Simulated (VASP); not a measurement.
Data:

```
CELL_PARAMETERS angstrom
      3.95734    -2.15500     0.00000
      3.95734     2.15500     0.00000
      2.78382     0.00000     3.54329
ATOMIC_POSITIONS crystal
  Sb 0.23350 0.23350 0.23350
  Sb 0.76650 0.76650 0.76650
```

All values below come from PBE GGA, VASP's PBE PAW potentials (set 64) (plane waves; VASP). Settings: 400 eV cut-off, 9×9×9 Γ-centred mesh, first-order Methfessel-Paxton smearing of 0.10 eV, potentials Sb.

Task: Estimate the energy per atom (σ→0), pressure, largest force.

Result: 
```yaml
energy per atom (σ→0): -4.128 eV/atom
pressure: 2.80 GPa
largest_force: 0.00420 Ha/bohr
```

The compound is Sb in the a7 structure. The cell was not relaxed at this level.
